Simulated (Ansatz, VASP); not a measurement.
# Si2P4W (WSi2P4 monolayer) in two plane-wave programs, part 2 of 2

Aim: how closely do two programs agree when they are given the same cell, functional and k mesh? The cell is taken from a series of runs on this material, whose earlier steps may have relaxed, scaled, displaced or heated it; both programs get it as it stands.

VASP 6.6.1 and Ansatz 0.2.0.

So far: Starting point; Ansatz: single point, PBEsol with D3(BJ).

**3. VASP: single point, PBEsol with D3(BJ)**

Level of this step: PBEsol with D3(BJ); plane waves and PAW (P, Si, W) (VASP).

The same cell, functional, mesh and smearing now go to VASP, with its own data sets.

Lines of VASP's logs that name or quote its potential files are left out, and so is its time.

Contents of INCAR:

```
SYSTEM = Si2P4W
PREC = Accurate
ENCUT = 520
EDIFF = 1E-06
NELM = 120
ISMEAR = -1
SIGMA = 0.02585
LREAL = .FALSE.
ALGO = Normal
GGA = PS
IVDW = 12
NBANDS = 24
LASPH = .TRUE.
LORBIT = 11
LWAVE = .FALSE.
LCHARG = .FALSE.
ISIF = 2
LDIPOL = .TRUE.
IDIPOL = 3
DIPOL = 0.5 0.5 0.5
LVHAR = .TRUE.
GGA_COMPAT = .FALSE.
EFERMI = MIDGAP
NELMDL = -8
KPAR = 2
```

Contents of POSCAR:

```
Si2P4W
1.0
    3.3869153278      0.0000000000      0.0000000000
   -1.6934576639      2.9331547143      0.0000000000
    0.0000000000      0.0000000000     27.4283660641
P Si W
4 2 1
Direct
    0.0000000000      0.0000000000      0.3281274568
    0.3333333333      0.6666666667      0.4477487376
    0.3333333333      0.6666666667      0.5522512624
    0.0000000000      0.0000000000      0.6718725432
    0.3333333333      0.6666666667      0.3664477279
    0.3333333333      0.6666666667      0.6335522721
    0.0000000000      0.0000000000      0.5000000000
```

Contents of KPOINTS:

```
Automatic mesh
0
Gamma
18 18 1
0 0 0
```

The projector-augmented-wave data sets are P, Si and W (PBE family, release 64).

Launch:

```sh
mpirun -np 2 vasp_std
```

Numbers of over 12 decimals in the logs are rounded to 6 here.

What it wrote:

```text
[banner, memory and clock lines left out]
running    2 mpi-ranks, on    1 nodes
 distrk:  each k-point on    1 cores,    2 groups
 distr:  one band on    1 cores,    1 groups

 POSCAR found type information on POSCAR P SiW
 POSCAR found :  3 types and       7 ions
|                                                                             |
|               ----> ADVICE to this user running VASP <----                  |
|                                                                             |
|     You enforced a specific xc type in the INCAR file but a different       |
|     [... a line on the potential file left out ...]
|     I HOPE YOU KNOW WHAT YOU ARE DOING!                                     |
|                                                                             |

 LDA part: xc-table for (Slater+PW92), standard interpolation
 POSCAR, INCAR and KPOINTS ok, starting setup
 FFT: planning ... GRIDC
 FFT: planning ... GRID_SOFT
 FFT: planning ... GRID
 WAVECAR not read
 entering main loop
       N       E                     dE             d eps       ncg     rms          rms(c)
DAV:   1     0.194738022575E+03    0.19474E+03   -0.12438E+04  1776   0.110E+03
DAV:   2    -0.325095955200E+02   -0.22725E+03   -0.21747E+03  2600   0.210E+02
DAV:   3    -0.515017697273E+02   -0.18992E+02   -0.18795E+02  2216   0.646E+01
DAV:   4    -0.521225706216E+02   -0.62080E+00   -0.61842E+00  2720   0.133E+01
DAV:   5    -0.521378901528E+02   -0.15320E-01   -0.15316E-01  2552   0.194E+00
DAV:   6    -0.521383275606E+02   -0.43741E-03   -0.43736E-03  2784   0.282E-01
DAV:   7    -0.521383348533E+02   -0.72927E-05   -0.72926E-05  2656   0.381E-02
DAV:   8    -0.521383350884E+02   -0.23515E-06   -0.23513E-06  2096   0.558E-03    0.275E+01
DAV:   9    -0.506306089949E+02    0.15077E+01   -0.46128E+00  2544   0.939E+00    0.116E+01
DAV:  10    -0.503400863233E+02    0.29052E+00   -0.15908E+00  2520   0.724E+00    0.580E+00
DAV:  11    -0.502665422424E+02    0.73544E-01   -0.38833E-01  2464   0.401E+00    0.617E-01
DAV:  12    -0.502659989482E+02    0.54329E-03   -0.43975E-02  2296   0.118E+00    0.409E-01
DAV:  13    -0.502646153265E+02    0.13836E-02   -0.55844E-03  2704   0.395E-01    0.253E-01
DAV:  14    -0.502644808703E+02    0.13446E-03   -0.10949E-03  2392   0.174E-01    0.116E-01
[...]
DAV:  19    -0.502646529172E+02   -0.11476E-03   -0.12955E-05  2328   0.144E-02    0.102E-02
DAV:  20    -0.502647584223E+02   -0.10551E-03   -0.99238E-06  2072   0.111E-02    0.563E-03
DAV:  21    -0.502647794084E+02   -0.20986E-04   -0.85378E-07  1768   0.505E-03    0.310E-03
DAV:  22    -0.502647966294E+02   -0.17221E-04   -0.11514E-06  1704   0.379E-03    0.285E-03
DAV:  23    -0.502648018301E+02   -0.52007E-05   -0.20155E-07  1624   0.198E-03    0.143E-03
DAV:  24    -0.502648078215E+02   -0.59914E-05   -0.22153E-07  1544   0.189E-03    0.143E-03
DAV:  25    -0.502648107944E+02   -0.29729E-05   -0.20082E-07  1568   0.137E-03    0.106E-03
DAV:  26    -0.502648112584E+02   -0.46399E-06   -0.14750E-08  1288   0.517E-04
   1 F= -.52418791E+02 E0= -.52418791E+02  d E =-.563197E-10
```

Parts of OUTCAR (step 3):

```text
ion  position               nearest neighbor table
   1  0.000  0.000  0.328-   5 2.22   5 2.22   5 2.22
   2  0.333  0.667  0.448-   5 2.23   7 2.42   7 2.42   7 2.42   3 2.87
   3  0.333  0.667  0.552-   6 2.23   7 2.42   7 2.42   7 2.42   2 2.87
   4  0.000  0.000  0.672-   6 2.22   6 2.22   6 2.22
   5  0.333  0.667  0.366-   1 2.22   1 2.22   1 2.22   2 2.23
   6  0.333  0.667  0.634-   4 2.22   4 2.22   4 2.22   3 2.23
   7  0.000  0.000  0.500-   2 2.42   3 2.42   2 2.42   3 2.42   2 2.42   3 2.42

  LATTYP: Found a hexagonal cell.
 ALAT       =     3.3869153278
 C/A-ratio  =     8.0983323790

 Subroutine GETGRP returns: Found 12 space group operations
 (whereof 12 operations were pure point group operations)

The static configuration has the point symmetry D_3h.

 Found     37 irreducible k-points:

   k-points           NKPTS =     37   k-points in BZ     NKDIM =     37   number of bands    NBANDS=     24

   dimension x,y,z NGX =    28 NGY =   28 NGZ =  210
   dimension x,y,z NGXF=    56 NGYF=   56 NGZF=  420

   ENCUT  =  520.0 eV  38.22 Ry    6.18 a.u.   6.30  6.30 51.00*2*pi/ulx,y,z

   NELECT =      34.0000    total number of electrons

 k-points in reciprocal lattice and weights: Automatic mesh
   0.00000000  0.00000000  0.00000000       0.003
   0.05555556  0.00000000  0.00000000       0.019
   0.11111111  0.00000000  0.00000000       0.019
   0.16666667  0.00000000  0.00000000       0.019
   0.22222222  0.00000000  0.00000000       0.019
   0.27777778  0.00000000  0.00000000       0.019
   0.33333333  0.00000000  0.00000000       0.019
   0.38888889  0.00000000  0.00000000       0.019
   0.44444444  0.00000000  0.00000000       0.019
[...]
0.33333333  0.27777778  0.00000000       0.037
   0.33333333  0.33333333  0.00000000       0.006

 dipolmoment           0.000000      0.000000     -0.000000 electrons x Angstroem

 average (electrostatic) potential at core
       1 -87.9714       2 -88.0697       3 -88.0697       4 -87.9714       5 -89.2321
       6 -89.2321       7 -44.8741

 E-fermi :   0.5633

 k-point     1 :       0.0000    0.0000    0.0000
  band No.  band energies     occupation
    ...
     13      -0.5588      2.00000
     14      -0.5588      2.00000
     15      -0.4950      2.00000
     16      -0.4950      2.00000
     17      -0.3040      2.00000
     18       2.9393      0.00000
     19       2.9393      0.00000
     20       3.2198      0.00000
     21       3.2198      0.00000
     22       3.8564      0.00000
    ...

 k-point     2 :       0.0556    0.0000    0.0000
  band No.  band energies     occupation
    ...
     13      -0.9554      2.00000
     14      -0.7360      2.00000
     15      -0.6612      2.00000
     16      -0.5912      2.00000
     17      -0.2733      2.00000
     18       2.8202      0.00000
     19       3.0385      0.00000
     20       3.0440      0.00000
     21       3.2579      0.00000
     22       4.0759      0.00000
    ...

 k-point     3 :       0.1111    0.0000    0.0000
  band No.  band energies     occupation
    ...
     13      -1.5455      2.00000
     14      -0.9208      2.00000
     15      -0.9076      2.00000
     16      -0.8361      2.00000
     17      -0.3105      2.00000
     18       2.5624      0.00000
     19       2.6402      0.00000
     20       3.2634      0.00000
     21       3.3029      0.00000
     22       3.9018      0.00000
    ...

 Edisp (eV)   -2.15398

  Total      -0.03238    -0.03238    -0.06096     0.00000     0.00000     0.00000
  in kB      -0.19037    -0.19037    -0.35843     0.00000     0.00000     0.00000
  external pressure =       -0.25 kB  Pullay stress =        0.00 kB

  energy-cutoff  :      520.00
  volume of cell :      272.48
      direct lattice vectors                 reciprocal lattice vectors
     3.386915328  0.000000000  0.000000000     0.295253912  0.170464926  0.000000000
    -1.693457664  2.933154714  0.000000000     0.000000000  0.340929851  0.000000000
     0.000000000  0.000000000 27.428366064     0.000000000  0.000000000  0.036458606

 POSITION                                       TOTAL-FORCE (eV/Angst)
 -----------------------------------------------------------------------------------
      0.00000      0.00000      9.00000        -0.000000      0.000000      0.008114
     -0.00000      1.95544     12.28102         0.000000      0.000000     -0.001515
     -0.00000      1.95544     15.14735         0.000000     -0.000000      0.001515
      0.00000      0.00000     18.42837        -0.000000      0.000000     -0.008114
     -0.00000      1.95544     10.05106        -0.000000     -0.000000     -0.006495
     -0.00000      1.95544     17.37730         0.000000      0.000000      0.006495
      0.00000      0.00000     13.71418        -0.000000      0.000000      0.000000
 -----------------------------------------------------------------------------------
    total drift:                                0.000000     -0.000000     -0.000000

  FREE ENERGIE OF THE ION-ELECTRON SYSTEM (eV)
  ---------------------------------------------------
  free  energy   TOTEN  =       -52.4187914337 eV

  energy  without entropy=      -52.4187914337  energy(sigma->0) =      -52.41879143

 vacuum level on the upper side and lower side of the slab         5.365         5.365

 total charge
# of ion       s       p       d       tot
------------------------------------------
    1        1.065   1.492   0.000   2.557
    2        1.014   1.525   0.000   2.538
    3        1.014   1.525   0.000   2.538
    4        1.065   1.492   0.000   2.557
    5        0.743   0.928   0.000   1.671
    6        0.743   0.928   0.000   1.671
    7        0.570   0.668   4.379   5.617
--------------------------------------------------
tot          6.214   8.558   4.379  19.151

[... 3 further parts left out ...]
```

The data set W keeps the semicore shell frozen, which is cheaper and a little less accurate.

**4. Comparison**

Known differences besides the potentials themselves: the data sets hold 42 valence electrons in Ansatz (on its PAW soft_1 files) and 34 in VASP; the cutoff is 420 eV in Ansatz and 520 eV in VASP; Ansatz makes its cores anew for this functional, VASP keeps those of its PBE data sets. Total energies have different zeros and are not compared.

The two programs side by side:

```tsv
quantity	Ansatz	VASP	difference
gap on the k mesh (eV)	0.994	1.000	-0.006
```

A gap on the mesh is an upper bound, since the band edges may lie between its points; neither run holds spin-orbit coupling, which can move the band edges of a compound of W. With vacuum in the cell, a pressure given here is an average over mostly empty space and none of the material.

**5. Outcome**

```yaml
difference_in_gap_on_the_k_mesh_single_point_pbesol_with_d3_bj: -0.0059 eV
```

In words: The difference in gap on the k mesh is -0.0059 eV (single point, PBEsol with D3(BJ)), within the 0.08 eV picked in this series as the mark of a large difference. The data sets hold unlike numbers of valence electrons (42 in Ansatz and 34 in VASP), so part of the differences comes from the potentials. How closely two codes agree says nothing of how well the functional describes the real material.

[Lines on the potential files, build, host, timing and source positions are cut from VASP's logs without a mark.]

[Logs are printed without paths, hosts, clocks, repeated set-up lines and the standing remarks that a program may print on its own settings, such as how far it seeks lower states.]

[Hosts, paths, dates, database ids (printed as entryN), source tags and the programs' standing remarks are cut or masked in the printed files.]
